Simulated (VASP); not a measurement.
Input:

```yaml
crystal:
  lattice:
    - [1.36500, -2.36425, 0.00000]
    - [1.36500, 2.36425, 0.00000]
    - [0.00000, 0.00000, 4.32000]
  atoms:
    - { symbol: Os, position: [0.33333, 0.66667, 0.25000] }
    - { symbol: Os, position: [0.66667, 0.33333, 0.75000] }
```

Method: PBE GGA, VASP's PBE PAW potentials (set 64) (plane waves; VASP). Run with 400 eV cut-off, KSPACING 0.16 per Å, first-order Methfessel-Paxton smearing of 0.10 eV, potentials Os.

Question: Give the stress tensor in GPa (positive for a compressed cell).

Answer: 
```
10.59   0.00   0.00
 0.00  10.59   0.00
 0.00   0.00   8.58
```
The pressure is its mean diagonal, 9.92 GPa.

The compound is Os in the hcp structure. The cell was not relaxed at this level. The run is one of a series of settings (KGAMMA = .FALSE., KSPACING = 0.16, KPOINTS file removed against the base run), some of them coarse on purpose.
